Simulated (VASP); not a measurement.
An input for Quantum ESPRESSO's pw.x (written as the equivalent of a VASP run, and not itself run):

```
&CONTROL
  calculation = 'scf'
  pseudo_dir = './pseudo'
  outdir = './out'
  tprnfor = .true.
  tstress = .true.
/
&SYSTEM
  ibrav = 0
  nat = 4
  ntyp = 2
  ecutwfc = 98
  occupations = 'smearing'
  smearing = 'gaussian'
  degauss = 0.009996
  input_dft = 'pbe'
  nspin = 2
  starting_magnetization(2) = 0.05
/
&ELECTRONS
  conv_thr = 7.3e-08
  electron_maxstep = 100
/
ATOMIC_SPECIES
  Al 26.982 Al.upf
  Ni 58.693 Ni.upf
CELL_PARAMETERS angstrom
     3.5700000    0.0000000    0.0000000
     0.0000000    3.5700000    0.0000000
     0.0000000    0.0000000    3.5700000
ATOMIC_POSITIONS crystal
  Al   0.0000000  0.0000000  0.0000000
  Ni   0.0000000  0.5000000  0.5000000
  Ni   0.5000000  0.0000000  0.5000000
  Ni   0.5000000  0.5000000  0.0000000
K_POINTS automatic
  7 7 7 0 0 0
```

Problem. Write the VASP files for the same calculation (PBE).

Solution. This is not unique; one that fits is 
File POSCAR:
```
Ni3Al
1
    3.5700000000     0.0000000000     0.0000000000
    0.0000000000     3.5700000000     0.0000000000
    0.0000000000     0.0000000000     3.5700000000
Al Ni
1 3
Direct
  0.0000000000   0.0000000000   0.0000000000
  0.0000000000   0.5000000000   0.5000000000
  0.5000000000   0.0000000000   0.5000000000
  0.5000000000   0.5000000000   0.0000000000
```

**KPOINTS**
```
Automatic mesh
0
G
7 7 7
0 0 0
```

### INCAR
```
ALGO = Normal
EDIFF = 1E-6
ENCUT = 300
GGA = PE
ISIF = 2
ISMEAR = 0
ISPIN = 2
LASPH = .True.
LCHARG = .False.
LMAXMIX = 4
LORBIT = 11
LREAL = .False.
LWAVE = .False.
MAGMOM = 0.0 3*0.5
NELM = 100
PREC = Accurate
SIGMA = 0.136
SYSTEM = Ni3Al
```

POTCAR, in this order: Al Ni (PBE.64 set). Program: vasp_std.

The two are equivalent in intent, not identical: the potentials are each code's own (VASP's PAW set, PseudoDojo norm-conserving files in pw.x), so ENCUT and ecutwfc are chosen apart and not converted; conv_thr bounds pw.x's estimated SCF error, while EDIFF bounds the energy change between steps; starting_magnetization is a fraction of the valence charge and MAGMOM a moment in μB, so they match only roughly.

The structure is a typed Ni3Al crystal (Pm-3m). The cell was not relaxed at this level.
